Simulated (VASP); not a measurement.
Data:

```
CELL_PARAMETERS angstrom
      0.00000     1.89734     1.89734
      1.89734     0.00000     1.89734
      1.89734     1.89734     0.00000
ATOMIC_POSITIONS crystal
  Pd 0.00000 0.00000 0.00000
```

Method: PBEsol GGA, VASP's PBE PAW potentials (set 64) (plane waves; VASP). Settings: 520 eV cut-off, 16×16×16 Γ-centred mesh, first-order Methfessel-Paxton smearing of 0.10 eV, potentials Pd.

Give the stress tensor in GPa (positive for a compressed cell).

```
14.97   0.00   0.00
 0.00  14.97   0.00
 0.00   0.00  14.97
```
The pressure is its mean diagonal, 14.97 GPa.

The compound is Pd in the fcc structure. This cell is one point of a volume scan, at 0.94 of the reference volume.
